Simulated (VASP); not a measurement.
Data:

```xyz
2
Lattice="0.0000 2.0480 2.0480 2.0480 0.0000 2.0480 2.0480 2.0480 0.0000" Properties=species:S:1:pos:R:3 pbc="T T T"
Li     0.0000     0.0000     0.0000
F      2.0480     2.0480     2.0480
```

Method: RPBE GGA, VASP's PBE PAW potentials (set 64) (plane waves; VASP 6.6.1). Run with 520 eV cut-off, 11×11×11 Γ-centred mesh, Gaussian smearing of 0.050 eV, potentials Li_sv F.

### Question
Predict the energy per atom (σ→0), pressure, band gap (on the k-mesh) with the smallest direct gap where there is one.

### Answer

| Quantity | Value |
|---|---|
| band gap (on the k-mesh) | 8.92 eV |
| smallest direct gap (on the k-mesh) | 8.92 eV |
| energy per atom (σ→0) | -4.613 eV/atom |
| pressure | 2.07 GPa |

Total energies compare only between runs with the same potentials, cut-off and functional.

The compound is LiF in the rock salt structure. This cell is one point of a volume scan, at 0.97 of the reference volume.
